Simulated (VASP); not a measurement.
Level of theory: PBE GGA, VASP's PBE PAW potentials (set 64) (plane waves; VASP).

VASP ran on this input.

**INCAR**
```
SYSTEM = CdTe
PREC = Accurate; ENCUT = 350; LREAL = .FALSE.
LASPH = .TRUE.
EDIFF = 1E-6; NELM = 100; ALGO = Normal
LMAXMIX = 4
ISMEAR = 0; SIGMA = 0.05
GGA = PE
IBRION = 2; NSW = 60; ISIF = 3
EDIFFG = -0.01
LWAVE = .FALSE.; LCHARG = .FALSE.
```

File POSCAR:
```
CdTe
1
   -0.0000000000     3.3064013922     3.3064013922
    3.3064013922     0.0000000000     3.3064013922
    3.3064013922     3.3064013922    -0.0000000000
Cd Te
1 1
Direct
  0.0000000000   0.0000000000   0.0000000000
  0.2500000000   0.2500000000   0.2500000000
```

### KPOINTS
```
Automatic mesh
0
Gamma
6 6 6
0 0 0
```

POTCAR, in this order: Cd Te (PBE.64 set). Program: vasp_std.

Output of the run:

OUTCAR:
```
 ion  position               nearest neighbor table
   1  0.000  0.000  0.000-   2 2.86   2 2.86   2 2.86   2 2.86
   2  0.250  0.250  0.250-   1 2.86   1 2.86   1 2.86   1 2.86
  LATTYP: Found a face centered cubic cell.
 ALAT       =     6.6128027844
 Subroutine PRICEL returns:
 Original cell was already a primitive cell.
 Subroutine GETGRP returns: Found 24 space group operations
The static configuration has the point symmetry T_d .
The dynamic configuration has the point symmetry T_d .
 Subroutine INISYM returns: Found 24 space group operations
 Subroutine IBZKPT returns following result:
 Found     16 irreducible k-points:

 Following reciprocal coordinates:
            Coordinates               Weight
  0.000000  0.000000  0.000000      1.000000
  0.166667  0.000000  0.000000      8.000000
  0.333333  0.000000  0.000000      8.000000
  0.500000  0.000000  0.000000      4.000000
  0.166667  0.166667  0.000000      6.000000
  0.333333  0.166667  0.000000     24.000000
  0.500000  0.166667  0.000000     24.000000
 -0.333333  0.166667  0.000000     24.000000
 -0.166667  0.166667  0.000000     12.000000
  0.333333  0.333333  0.000000      6.000000
  0.500000  0.333333  0.000000     24.000000
 -0.333333  0.333333  0.000000     12.000000
  0.500000  0.500000  0.000000      3.000000
  0.500000  0.333333  0.166667     24.000000
 -0.333333  0.333333  0.166667     24.000000
 -0.333333  0.500000  0.166667     12.000000
   k-points           NKPTS =     16   k-points in BZ     NKDIM =     16   number of bands    NBANDS=     13
   number of dos      NEDOS =    301   number of ions     NIONS =      2
   total plane-waves  NPLWV =  27000
   dimension x,y,z NGX =    30 NGY =   30 NGZ =   30
   dimension x,y,z NGXF=    60 NGYF=   60 NGZF=   60
   ions per type =               1   1
   PREC   = accura    normal or accurate (medium, high low for compatibility)
   ISTART =      0    job   : 0-new  1-cont  2-samecut
...
```

### OSZICAR
```
       N       E                     dE             d eps       ncg     rms          rms(c)
DAV:   1     0.790565674830E+02    0.79057E+02   -0.66870E+03   424   0.857E+02
DAV:   2    -0.204375670409E+01   -0.81100E+02   -0.79084E+02   491   0.238E+02
DAV:   3    -0.501007426853E+01   -0.29663E+01   -0.29610E+01   476   0.482E+01
DAV:   4    -0.504164144824E+01   -0.31567E-01   -0.31566E-01   619   0.412E+00
DAV:   5    -0.504171564687E+01   -0.74199E-04   -0.74198E-04   471   0.185E-01    0.529E+00
DAV:   6    -0.481930816776E+01    0.22241E+00   -0.45476E-01   466   0.834E+00    0.434E+00
DAV:   7    -0.480273659238E+01    0.16572E-01   -0.11751E-01   461   0.244E+00    0.167E+00
DAV:   8    -0.480339022395E+01   -0.65363E-03   -0.10164E-02   436   0.136E+00    0.478E-01
DAV:   9    -0.480370721508E+01   -0.31699E-03   -0.10149E-03   476   0.356E-01    0.102E-01
DAV:  10    -0.480377314524E+01   -0.65930E-04   -0.12270E-04   436   0.115E-01    0.505E-02
DAV:  11    -0.480381736454E+01   -0.44219E-04   -0.84151E-05   434   0.640E-02    0.339E-02
DAV:  12    -0.480381645995E+01    0.90459E-06   -0.29114E-06   483   0.152E-02
   1 F= -.48038165E+01 E0= -.48038165E+01  d E =-.480382E+01
       N       E                     dE             d eps       ncg     rms          rms(c)
DAV:   1    -0.480478072526E+01   -0.96336E-03   -0.19188E-02   456   0.178E+00    0.227E-01
DAV:   2    -0.480395099882E+01    0.82973E-03   -0.22427E-03   446   0.724E-01    0.765E-02
DAV:   3    -0.480386707227E+01    0.83927E-04   -0.21329E-04   431   0.156E-01    0.647E-02
DAV:   4    -0.480385868410E+01    0.83882E-05   -0.21951E-05   446   0.365E-02    0.120E-02
DAV:   5    -0.480385887749E+01   -0.19339E-06   -0.27084E-06   381   0.215E-02
   2 F= -.48038589E+01 E0= -.48038589E+01  d E =-.424175E-04
```

### OUTCAR
```
------------------------ aborting loop because EDIFF is reached ----------------------------------------
  FORCE on cell =-STRESS in cart. coord.  units (eV):
  Direction    XX          YY          ZZ          XY          YZ          ZX
  --------------------------------------------------------------------------------------
  Total        0.0020266      0.0020266      0.0020266      0.0000000     -0.0000000      0.0000000
  in kB        0.0450185      0.0450185      0.0450185      0.0000000     -0.0000000      0.0000000
  external PRESSURE =       0.0450185 kB  Pullay stress =       0.0000000 kB
  volume of cell :       72.12
      direct lattice vectors                 reciprocal lattice vectors
    -0.000000000  3.303817120  3.303817120    -0.151340096  0.151340096  0.151340096
     3.303817120 -0.000000000  3.303817120     0.151340096 -0.151340096  0.151340096
     3.303817120  3.303817120  0.000000000     0.151340096  0.151340096 -0.151340096
  FREE ENERGIE OF THE ION-ELECTRON SYSTEM (eV)
  ---------------------------------------------------
  free  energy   TOTEN  =        -4.8038588775 eV

  energy  without entropy=       -4.8038588775  energy(sigma->0) =       -4.80385888

 reached required accuracy - stopping structural energy minimisation
```
(Selected blocks of OUTCAR.)

### CONTCAR
```
CdTe
   1.00000000000000
    -0.0000000000000000    3.3038171204704145    3.3038171204704145
     3.3038171204704145   -0.0000000000000000    3.3038171204704145
     3.3038171204704145    3.3038171204704145    0.0000000000000000
  Cd              Te
     1     1
Direct
     0.0000000000000000    0.0000000000000000    0.0000000000000000
     0.2500000000000000    0.2500000000000000    0.2500000000000000
```

The compound is CdTe in the zinc blende structure. This run relaxes it. Symmetry was kept, so distortions that lower it aren't found. The start is the result of an earlier pass.
